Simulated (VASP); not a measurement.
Sc:

```xyz
2
Lattice="3.2912 0.0000 0.0000 -1.6456 2.8503 0.0000 0.0000 0.0000 5.3326" Properties=species:S:1:pos:R:3 pbc="T T T"
Sc    0.0000    1.9002    1.3331
Sc    1.6456    0.9501    3.9994
```

```yaml
Program: VASP 6.6.1
Task: relaxation of cell and atoms
Functional: PBEsol
Potentials_or_basis: VASP PAW PBE potentials, release 64 (Sc_sv)
Cutoff: 600 eV
k_mesh: 15 × 15 × 8
Occupations: gaussian, width 0.1 eV
Spin: no spin polarisation
```

At the start: pressure -2.8 GPa; volume 25.01 Å³/atom.

Q: Where does the relaxation end?

A: Over 7 steps the energy falls by 19.0 meV/atom and the volume is 23.67 Å³/atom (-5.4 %); space group P6_3/mmc (No. 194, to 0.05 Å).

Step by step:
| step | energy change (eV) | largest force (eV/Å) | pressure (GPa) | volume (Å³) |
| --- | --- | --- | --- | --- |
| 1 | 0.0000 | 0.0000 | -2.78 | 50.02 |
| 2 | -0.0335 | 0.0000 | 0.54 | 46.94 |
| 3 | -0.0336 | 0.0000 | 0.41 | 47.04 |
| 4 | -0.0374 | 0.0000 | 0.17 | 47.21 |
| 5 | -0.0379 | 0.0000 | 0.04 | 47.29 |
| 6 | -0.0379 | 0.0000 | 0.04 | 47.29 |
| 7 | -0.0379 | 0.0000 | -0.01 | 47.34 |

Final structure:
```
CELL_PARAMETERS angstrom
3.27859 0.00000 0.00000
-1.63929 2.83934 0.00000
0.00000 0.00000 5.08486
ATOMIC_POSITIONS crystal
Sc 0.33333 0.66667 0.25000
Sc 0.66667 0.33333 0.75000
```

Caveat: the PAW data sets were made with another functional, which shifts forces and pressure a little.
